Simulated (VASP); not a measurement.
Here is the system:

```yaml
crystal:
  lattice:
    - [0.00000, 2.49103, 2.49103]
    - [2.49103, 0.00000, 2.49103]
    - [2.49103, 2.49103, 0.00000]
  atoms:
    - { symbol: Gd, position: [0.00000, 0.00000, 0.00000] }
    - { symbol: N, position: [0.50000, 0.50000, 0.50000] }
```

All values below come from PW91 GGA, VASP's PBE PAW potentials (set 64) (plane waves; VASP 6.6.1). Settings: 520 eV cut-off, 11×11×11 Γ-centred mesh, first-order Methfessel-Paxton smearing of 0.10 eV, potentials Gd_3 N.

The 4f electrons are frozen in the core of the lanthanide potential, so 4f levels, which can set the real gap, and their magnetism are missing.

**Question.** What does the run give for the energy per atom (σ→0), band gap (on the k-mesh) with the smallest direct gap where there is one?

**Answer.** 
| Property | Value |
|---|---|
| band gap (on the k-mesh) | none (metal, semimetal or under 0.01 eV) |
| energy per atom (σ→0) | -8.142 eV/atom |

The absolute energy has meaning only against runs of the same code, potentials and settings.

The compound is GdN in the rock salt structure. It was relaxed first. The start is the result of an earlier pass.
